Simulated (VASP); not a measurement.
Consider the following.

```yaml
crystal:
  lattice:
    - [3.55382, -1.88737, -0.04351]
    - [3.55382, 1.88737, -0.04351]
    - [2.58971, 0.00000, 3.08011]
  atoms:
    - { symbol: As, position: [0.22942, 0.22942, 0.22942] }
    - { symbol: As, position: [0.77058, 0.77058, 0.77058] }
```

Level of theory: MS2 meta-GGA, VASP's PBE PAW potentials (set 64) (plane waves; VASP). Settings: 520 eV cut-off, 13×13×13 Γ-centred mesh, tetrahedra with Blöchl corrections, potentials As.

Give the energies of bands 2 to 8 at the high-symmetry points, in eV from the Fermi level.

| band | Γ | T | H2 | L | S0 | F |
|---|---|---|---|---|---|---|
| 2 | -5.55 | -10.48 | -10.87 | -11.48 | -11.05 | -9.74 |
| 3 | -2.59 | -1.94 | -6.22 | -2.83 | -6.52 | -6.44 |
| 4 | -2.25 | -1.94 | -5.78 | -2.61 | -3.82 | -4.52 |
| 5 | -2.25 | -0.60 | -1.28 | -0.40 | -3.63 | -4.46 |
| 6 | 2.06 | 0.47 | 1.11 | -0.31 | 3.32 | 1.47 |
| 7 | 3.18 | 0.47 | 5.45 | 0.27 | 3.64 | 5.86 |
| 8 | 3.18 | 1.53 | 5.59 | 1.02 | 5.13 | 6.86 |

It has no gap at this level: it comes out as a metal or semimetal.

The compound is As in the a7 structure. It was relaxed first.
